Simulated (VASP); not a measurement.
Here is the system:

```yaml
crystal:
  lattice:
    - [4.02938, 0.00000, 0.00000]
    - [-2.01469, 3.48954, 0.00000]
    - [0.00000, 0.00000, 6.42790]
  atoms:
    - { symbol: Mg, position: [0.66667, 0.33333, 0.49639] }
    - { symbol: Mg, position: [0.33333, 0.66667, 0.99639] }
    - { symbol: S, position: [0.33333, 0.66667, 0.37860] }
    - { symbol: S, position: [0.66667, 0.33333, 0.87860] }
```

These are r2SCAN meta-GGA, VASP's PBE PAW potentials (set 64) (plane waves; VASP) values and carry that method's errors. Settings: 400 eV cut-off, 7×7×4 Γ-centred mesh, tetrahedra with Blöchl corrections, potentials Mg S.

The cores are frozen, which limits the accuracy of field gradients.

**Question.** Give the principal components of the electric field gradient (V/Å²) and the asymmetry η at each nucleus.

**Answer.** 
| atom | Vxx | Vyy | Vzz | η |
|---|---|---|---|---|
| Mg1 | -0.9 | -0.9 | 1.7 | 0.00 |
| Mg2 | -0.9 | -0.9 | 1.7 | 0.00 |
| S3 | 1.1 | 1.1 | -2.2 | 0.00 |
| S4 | 1.1 | 1.1 | -2.2 | 0.00 |

The structure comes from a computed database's MgS entry (P6_3mc); how it stands against other phases isn't given here. It was relaxed first.
